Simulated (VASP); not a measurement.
# A VASP study of NaCl (PBEsol): structure first, properties next, part 4 of 4

Aim: relax NaCl, then compute properties on the relaxed cell. The start is a cell from a database of measured crystal structures.

VASP 6.6.1; PBEsol; plane waves and PAW (Na_pv, Cl).

So far, gap on the k-mesh (eV): step 2 (full relaxation (PBEsol)) 5.01; step 3 (second relaxation) 5.02; step 4 (density, ELF and potential (PBEsol)) 5.02; step 6 (total and projected DOS (PBEsol)) 5.02. The relaxed cell has a = 5.595 Å (conventional setting).

The database entry behind the starting cell differs from later determinations by our own check (an axis about 0.4 % short against later determinations), so it need not match the best structure at ambient conditions.

## (8) Optical spectrum (PBEsol)

LOPTICS sums transitions from filled to empty bands. The mesh is finer than in the run before. NBANDS is raised for it.

INCAR reads:

```
SYSTEM = NaCl
PREC = Accurate
ENCUT = 400
EDIFF = 1E-06
NELM = 100
ISMEAR = 0
SIGMA = 0.05
LREAL = .FALSE.
ALGO = Normal
GGA = PS
NBANDS = 23
LORBIT = 11
LWAVE = .FALSE.
LCHARG = .FALSE.
KPAR = 2
LOPTICS = .TRUE.
NEDOS = 1500
CSHIFT = 0.1
```

POSCAR reads:

```
NaCl
1.0
    0.0000000000      2.7974399408      2.7974399408
    2.7974399408      0.0000000000      2.7974399408
    2.7974399408      2.7974399408      0.0000000000
Na Cl
1 1
Direct
    0.0000000000      0.0000000000      0.0000000000
    0.5000000000      0.5000000000      0.5000000000
```

KPOINTS reads:

```
Automatic mesh
0
Gamma
10 10 10
0 0 0
```

Potentials, in the order of the species: Na_pv and Cl (PBE family, release 64).

On the command line:

```bash
$ mpirun -np 2 vasp_std
```

What it wrote:

```text
[... set-up lines as in an earlier step ...]
 entering main loop
       N       E                     dE             d eps       ncg     rms          rms(c)
DAV:   1     0.105847325990E+03    0.10585E+03   -0.52315E+03  2252   0.510E+02
DAV:   2     0.921655152540E-01   -0.10576E+03   -0.97466E+02  2330   0.200E+02
DAV:   3    -0.707597214399E+01   -0.71681E+01   -0.71062E+01  2684   0.467E+01
DAV:   4    -0.715771711258E+01   -0.81745E-01   -0.81716E-01  2561   0.516E+00
DAV:   5    -0.715865272080E+01   -0.93561E-03   -0.93559E-03  2640   0.572E-01    0.189E+00
DAV:   6    -0.700472997452E+01    0.15392E+00   -0.13799E-01  2742   0.213E+00    0.130E+00
DAV:   7    -0.699480895011E+01    0.99210E-02   -0.44545E-02  3086   0.103E+00    0.964E-01
DAV:   8    -0.699829996375E+01   -0.34910E-02   -0.83078E-03  2414   0.512E-01    0.432E-01
DAV:   9    -0.699800422544E+01    0.29574E-03   -0.41049E-04  2582   0.972E-02    0.174E-01
DAV:  10    -0.699801700624E+01   -0.12781E-04   -0.97308E-05  2677   0.409E-02    0.692E-03
DAV:  11    -0.699801869981E+01   -0.16936E-05   -0.20366E-06  2617   0.702E-03    0.371E-03
DAV:  12    -0.699801890582E+01   -0.20601E-06   -0.30852E-07  2573   0.227E-03
   1 F= -.69980189E+01 E0= -.69980189E+01  d E =-.122090E-12
 optical routines
 imaginary and real dielectric function
 recalculating local potential from charge density
 direction            1
 direction            2
 direction            3
```

Run time: 40 s. Hardware: 2 MPI ranks of AMD EPYC 7R43, shared host; peak memory 0.29 GiB; 78 s of CPU time.

OUTCAR, selected parts (step 8):

```text
   k-points           NKPTS =     47   k-points in BZ     NKDIM =     47   number of bands    NBANDS=     23

   NELECT =      14.0000    total number of electrons

 E-fermi :  -0.4174

 k-point     1 :       0.0000    0.0000    0.0000
  band No.  band energies     occupation
    ...
      3     -21.2489      2.00000
      4     -13.3450      2.00000
      5      -0.6432      2.00000
      6      -0.6432      2.00000
      7      -0.6432      2.00000
      8       4.3764      0.00000
      9      10.3763      0.00000
     10      10.3763      0.00000
     11      10.3763      0.00000
     12      12.6299      0.00000
    ...

  Total       -0.0129199     -0.0129199     -0.0129199      0.0000000      0.0000000      0.0000000
  in kB       -0.4727779     -0.4727779     -0.4727779      0.0000000      0.0000000      0.0000000
  external PRESSURE =      -0.4727779 kB  Pullay stress =       0.0000000 kB

  FREE ENERGIE OF THE ION-ELECTRON SYSTEM (eV)
  ---------------------------------------------------
  free  energy   TOTEN  =        -6.9980189058 eV

  energy  without entropy=       -6.9980189058  energy(sigma->0) =       -6.99801891

 plasma frequency squared (from intraband transitions) (eV^2)
  --------------------------------------------------------------------------------------
       0.000       0.000      -0.000
      -0.000       0.000       0.000
       0.000       0.000       0.000

[... 9 parts as in an earlier step ...]

[... 8 further parts left out ...]
```

These are independent-particle spectra without excitons or local fields, and fine structure depends on the mesh and on CSHIFT.

This step gave:

```yaml
scf_cycles: 12
bands: 23
irreducible_k_points: 47
fermi_energy: -0.4174 eV
pressure: -0.04728 GPa
gap_on_the_k_mesh: 5.020 eV
least_direct_gap_on_the_k_mesh: 5.020 eV
```

The imaginary dielectric function, xx has structure finer than the step of the table below, so its rows give means over 1 eV, whole bins alone (the curve runs from 0 to 25.0 eV). Peaks (eV: height): 6.2: 1.47, 7.7: 3.45, 8.9: 5.47, 9.8: 4.41, 10.9: 4.68.

Imaginary dielectric function, xx against photon energy; means over each step:

photon energy (eV), imaginary dielectric function, xx and a bar:
```
        1       0.00 
        2       0.01 
        3       0.02 
        4       0.03 
        5       0.25 ##
        6       0.82 ######
        7       1.58 ###########
        8       3.42 #########################
        9       4.00 #############################
       10       3.83 ############################
       11       4.17 ##############################
       12       2.75 ####################
       13       1.65 ############
       14       1.10 ########
       15       0.83 ######
       16       0.64 #####
       17       0.73 #####
       18       0.68 #####
       19       0.60 ####
       20       0.42 ###
       21       0.35 ##
       22       0.20 #
       23       0.17 #
       24       0.15 #
```

Table of real dielectric function, xx by photon energy:

```
photon energy (eV)  real dielectric function, xx
                 0                          2.80
                 1                          2.82
                 2                          2.89
                 3                          3.02
                 4                          3.26
                 5                          3.79
                 6                          4.18
                 7                          4.59
                 8                          4.68
                 9                          1.08
                10                          1.64
                11                        -0.253
                12                        -0.847
                13                        -0.365
                14                        -0.392
                15                         0.121
                16                       -0.0840
                17                       -0.0276
                18                         0.362
                19                         0.145
                20                        0.0999
                21                         0.284
                22                         0.333
                23                         0.453
                24                         0.478
```

The mean of ε2 over directions passes 5 % of its top at 5.30 eV, against a least direct gap of 5.02 eV on this mesh, so absorption sets in close to the direct gap.

## (9) Field gradients at the nuclei (PBEsol)

Field gradients probe how far the charge around each nucleus departs from cubic symmetry; LASPH keeps the non-spherical terms inside the spheres.

INCAR reads:

```
SYSTEM = NaCl
PREC = Accurate
ENCUT = 400
EDIFF = 1E-07
NELM = 100
ISMEAR = 0
SIGMA = 0.05
LREAL = .FALSE.
ALGO = Normal
GGA = PS
NBANDS = 13
LORBIT = 11
LWAVE = .FALSE.
LCHARG = .FALSE.
KPAR = 2
LEFG = .TRUE.
LASPH = .TRUE.
```

POSCAR is that of step 8.

KPOINTS reads:

```
Automatic mesh
0
Gamma
7 7 7
0 0 0
```

On the command line:

```bash
$ mpirun -np 2 vasp_std
```

What it wrote:

```text
[... set-up lines as in an earlier step ...]
 entering main loop
       N       E                     dE             d eps       ncg     rms          rms(c)
DAV:   1     0.854335257397E+02    0.85434E+02   -0.63183E+03   520   0.919E+02
DAV:   2    -0.290075449501E+00   -0.85724E+02   -0.79942E+02   570   0.233E+02
DAV:   3    -0.705017905408E+01   -0.67601E+01   -0.67246E+01   695   0.659E+01
DAV:   4    -0.715616565596E+01   -0.10599E+00   -0.10595E+00   565   0.932E+00
DAV:   5    -0.715853476993E+01   -0.23691E-02   -0.23690E-02   681   0.136E+00    0.189E+00
DAV:   6    -0.700507535559E+01    0.15346E+00   -0.26409E-01   628   0.375E+00    0.136E+00
DAV:   7    -0.699459514469E+01    0.10480E-01   -0.63130E-02   676   0.174E+00    0.915E-01
DAV:   8    -0.699801410107E+01   -0.34190E-02   -0.72798E-03   540   0.832E-01    0.258E-01
DAV:   9    -0.699793239489E+01    0.81706E-04   -0.17813E-04   635   0.109E-01    0.165E-01
DAV:  10    -0.699797184492E+01   -0.39450E-04   -0.28485E-04   570   0.112E-01    0.535E-02
DAV:  11    -0.699796164726E+01    0.10198E-04   -0.20326E-05   655   0.347E-02    0.193E-02
DAV:  12    -0.699796080911E+01    0.83815E-06   -0.38773E-06   575   0.125E-02    0.234E-03
DAV:  13    -0.699796100300E+01   -0.19389E-06   -0.81901E-08   610   0.219E-03    0.116E-03
DAV:  14    -0.699796100170E+01    0.13047E-08   -0.21438E-09   300   0.451E-04
ion   1
     0.0000000     0.0000000     0.0000000     0.0000000     0.0000000    -0.0000000
     0.0000330     0.0000000     0.0000000     0.0000000     0.0000000    -0.0000000
     0.0000455     0.0000000     0.0000000     0.0000000     0.0000000    -0.0000000
     0.0000627     0.0000000     0.0000000     0.0000000     0.0000000    -0.0000000
     0.0000863     0.0000000     0.0000000     0.0000000     0.0000000    -0.0000000

     0.0000000     0.0000000     0.0000000     0.0000000     0.0000000    -0.0000000
     0.0000330     0.0000000     0.0000000     0.0000000     0.0000000    -0.0000000
     0.0000455     0.0000000     0.0000000     0.0000000     0.0000000    -0.0000000
     0.0000627     0.0000000     0.0000000     0.0000000     0.0000000    -0.0000000
     0.0000863     0.0000000     0.0000000     0.0000000     0.0000000    -0.0000000

ion   2
     0.0000000     0.0000000     0.0000000     0.0000000    -0.0000000     0.0000000
     0.0000382     0.0000000     0.0000000     0.0000000    -0.0000000     0.0000000
     0.0000526     0.0000000     0.0000000     0.0000000    -0.0000000     0.0000000
     0.0000724     0.0000000     0.0000000     0.0000000    -0.0000000     0.0000000
     0.0000997     0.0000000     0.0000000     0.0000000    -0.0000000     0.0000000

     0.0000000     0.0000000     0.0000000     0.0000000    -0.0000000     0.0000000
     0.0000382     0.0000000     0.0000000     0.0000000    -0.0000000     0.0000000
     0.0000526     0.0000000     0.0000000     0.0000000    -0.0000000     0.0000000
     0.0000724     0.0000000     0.0000000     0.0000000    -0.0000000     0.0000000
     0.0000997     0.0000000     0.0000000     0.0000000    -0.0000000     0.0000000

   1 F= -.69979610E+01 E0= -.69979610E+01  d E =-.219683E-16
```

Run time: 13 s. Hardware: 2 MPI ranks; peak memory 0.22 GiB; 25 s of CPU time.

OUTCAR, selected parts (step 9):

```text
   NELECT =      14.0000    total number of electrons

 E-fermi :  -0.3691

 k-point     1 :       0.0000    0.0000    0.0000
  band No.  band energies     occupation
    ...
      3     -21.2488      2.00000
      4     -13.3450      2.00000
      5      -0.6432      2.00000
      6      -0.6432      2.00000
      7      -0.6432      2.00000
      8       4.3764      0.00000
      9      10.3763      0.00000
     10      10.3763      0.00000
     11      10.3763      0.00000
     12      12.6299      0.00000
    ...

  Total       -0.0132495     -0.0132495     -0.0132495      0.0000000     -0.0000000      0.0000000
  in kB       -0.4848379     -0.4848379     -0.4848379      0.0000000     -0.0000000      0.0000000
  external PRESSURE =      -0.4848379 kB  Pullay stress =       0.0000000 kB

  FREE ENERGIE OF THE ION-ELECTRON SYSTEM (eV)
  ---------------------------------------------------
  free  energy   TOTEN  =        -6.9979610017 eV

  energy  without entropy=       -6.9979610017  energy(sigma->0) =       -6.99796100

 Electric field gradients after diagonalization (V/A^2)
 (convention: |V_zz| > |V_xx| > |V_yy|)
----------------------------------------------------------------------
 ion       V_xx      V_yy      V_zz     asymmetry (V_yy - V_xx)/ V_zz
----------------------------------------------------------------------
   1      -0.000    -0.000     0.000       0.000
   2      -0.000    -0.000     0.001       0.000
----------------------------------------------------------------------

[... 11 parts as in an earlier step ...]

[... 7 further parts left out ...]
```

This step gave:

```yaml
scf_cycles: 14
bands: 13
irreducible_k_points: 20
fermi_energy: -0.3691 eV
pressure: -0.04848 GPa
```

Electric field gradients, by row:

```
atom  Vxx (V/Å²)  Vyy (V/Å²)  Vzz (V/Å²)  asymmetry
 Na1           0           0           0          -
 Cl2           0           0       0.001          -
```

All gradients vanish within the noise.

The run ends at a pressure of -0.05 GPa.

## (10) Outcome

| Item | Value |
| --- | --- |
| relaxed volume | 21.89 Å³/atom |
| relaxed conventional cell a, b, c | 5.595, 5.595, 5.595 Å |
| space group after relaxing, within 0.02 Å | Fm-3m (No. 225) |
| band gap | 5.02 eV, direct |
| gap among the points of the DOS mesh alone, an upper bound | 5.02 eV |
| bulk modulus (Hill) | 27.1 GPa |
| shear modulus (Hill) | 15.9 GPa |
| Debye temperature from the elastic constants | 317 K |
| highest zone-centre mode | 170 cm⁻¹ |
| strongest peak of ε2, mean over directions | 8.91 eV |
| ε1 at zero frequency, no local fields, mean | 2.80 |
| largest field gradient Vzz | zero within the noise on all sites |

In words: With PBEsol, NaCl relaxes to 21.89 Å³/atom in space group Fm-3m (held by the symmetry of the run) and has a direct gap of 5.02 eV. Against the listed cell the volume lies -1.3 %. Bands along the symmetry lines (PBEsol): On this path the gap is direct, 5.02 eV, with the valence top at Γ and the conduction bottom at Γ. Elastic tensor by finite strains (PBEsol): The highest mode in this list at Γ, 170.1 cm⁻¹, has its largest share on Na (61 % of the kinetic energy). Measured elastic constants soften with temperature, which the static lattice leaves out. Semilocal functionals usually underestimate gaps. Modes at Γ alone can't show that the crystal is stable at other wave vectors, and the LO-TO splitting is not included. No search among competing phases was made, and a listed structure need not be the one stable at ambient conditions. All values are for a static lattice at zero temperature.

Calculation against experiment:

| quantity | measured | PBEsol |
| --- | --- | --- |
| elastic constant C11 (GPa) | 49.8 | 58 (+15.8 %) |
| elastic constant C12 (GPa) | 13 | 12 (-9.1 %) |
| elastic constant C44 (GPa) | 12.8 | 12 (-3.0 %) |

Measured values from arxiv:2209.10899 (2022).

Verdict: The elastic constant C11 is off by +15.8 %: fair agreement. The elastic constant C12 is off by -9.1 %: fair agreement. The elastic constant C44 is off by -3.0 %: good agreement.

[Lines on the potential files, build, host, timing and source positions are cut from VASP's logs without a mark.]

[Logs are printed without paths, hosts, clocks, repeated set-up lines and the standing remarks that a program may print on its own settings, such as how far it seeks lower states.]

[Hosts, paths, dates, database ids (printed as entryN), source tags and the programs' standing remarks are cut or masked in the printed files.]

[A measured line is paired with the nearest computed mode of its activity, which favours agreement.]
